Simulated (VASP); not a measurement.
Computed with AM05 GGA, VASP's PBE PAW potentials (set 64) (plane waves; VASP).

The input files of a VASP run:

POSCAR:
```
Al3Sc
1
    3.9857393337     0.0000000000     0.0000000000
    0.0000000000     3.9857393337     0.0000000000
    0.0000000000     0.0000000000     3.9857393337
Sc Al
1 3
Direct
  0.0000000000   0.0000000000   0.0000000000
  0.0000000000   0.5000000000   0.5000000000
  0.5000000000   0.0000000000   0.5000000000
  0.5000000000   0.5000000000   0.0000000000
```

INCAR:
```
# general
SYSTEM  = Al3Sc
PREC    = Accurate
ENCUT   = 520
LREAL   = F
LASPH   = T

# electronic loop
EDIFF   = 1E-7
NELM    = 100
ALGO    = Normal
LMAXMIX = 4

# smearing
ISMEAR  = 1
SIGMA   = 0.1

# functional
GGA     = AM

# ions
ISIF    = 2

# output
LWAVE   = F
LCHARG  = F
```

KPOINTS:
```
kpoints
0
G
  8 8 8
0 0 0
```

POTCAR, in this order: Sc_sv Al (PBE.64 set). Program: vasp_std.

Output of the run:

### OSZICAR
```
       N       E                     dE             d eps       ncg     rms          rms(c)
DAV:   1     0.116847146854E+03    0.11685E+03   -0.86070E+03   996   0.132E+03
DAV:   2    -0.125427353593E+02   -0.12939E+03   -0.12765E+03   986   0.371E+02
DAV:   3    -0.210952715670E+02   -0.85525E+01   -0.81948E+01  1596   0.765E+01
DAV:   4    -0.212183764055E+02   -0.12310E+00   -0.12210E+00  1390   0.883E+00
DAV:   5    -0.212206289228E+02   -0.22525E-02   -0.22467E-02  1428   0.115E+00    0.106E+01
DAV:   6    -0.203216168633E+02    0.89901E+00   -0.42821E+00  1610   0.257E+01    0.400E+00
DAV:   7    -0.202512530416E+02    0.70364E-01   -0.84303E-02  1058   0.231E+00    0.213E+00
DAV:   8    -0.202224651946E+02    0.28788E-01   -0.41172E-02  1426   0.176E+00    0.223E-01
DAV:   9    -0.202219761572E+02    0.48904E-03   -0.35243E-03  1208   0.487E-01    0.105E-01
DAV:  10    -0.202218919325E+02    0.84225E-04   -0.28176E-04  1448   0.145E-01    0.847E-02
DAV:  11    -0.202218990500E+02   -0.71175E-05   -0.38734E-05  1420   0.453E-02    0.873E-02
DAV:  12    -0.202218852300E+02    0.13820E-04   -0.43955E-05  1410   0.520E-02    0.584E-03
DAV:  13    -0.202218852933E+02   -0.63374E-07   -0.12849E-06  1258   0.790E-03    0.318E-03
DAV:  14    -0.202218852668E+02    0.26486E-07   -0.87079E-08   798   0.321E-03
   1 F= -.20221885E+02 E0= -.20221481E+02  d E =-.121333E-02
```

### OUTCAR
```
------------------------ aborting loop because EDIFF is reached ----------------------------------------
  FORCE on cell =-STRESS in cart. coord.  units (eV):
  Direction    XX          YY          ZZ          XY          YZ          ZX
  --------------------------------------------------------------------------------------
  Total        2.6471187      2.6471187      2.6471187     -0.0000000     -0.0000000      0.0000000
  in kB       66.9818783     66.9818783     66.9818783     -0.0000000     -0.0000000      0.0000000
  external PRESSURE =      66.9818783 kB  Pullay stress =       0.0000000 kB
  volume of cell :       63.32
      direct lattice vectors                 reciprocal lattice vectors
     3.985739334  0.000000000  0.000000000     0.250894481  0.000000000  0.000000000
     0.000000000  3.985739334  0.000000000     0.000000000  0.250894481  0.000000000
     0.000000000  0.000000000  3.985739334     0.000000000  0.000000000  0.250894481
 POSITION                                       TOTAL-FORCE (eV/Angst)
 -----------------------------------------------------------------------------------
      0.00000      0.00000      0.00000         0.000000      0.000000      0.000000
      0.00000      1.99287      1.99287         0.000000      0.000000      0.000000
      1.99287      0.00000      1.99287         0.000000      0.000000      0.000000
      1.99287      1.99287      0.00000         0.000000      0.000000      0.000000
 -----------------------------------------------------------------------------------
    total drift:                               -0.000000     -0.000000      0.000000
  FREE ENERGIE OF THE ION-ELECTRON SYSTEM (eV)
  ---------------------------------------------------
  free  energy   TOTEN  =       -20.2218852668 eV

  energy  without entropy=      -20.2206719408  energy(sigma->0) =      -20.22148082
```
(Selected blocks of OUTCAR.)

The compound is Al3Sc in the L1_2 structure. This cell is one point of a volume scan, at 0.94 of the reference volume.
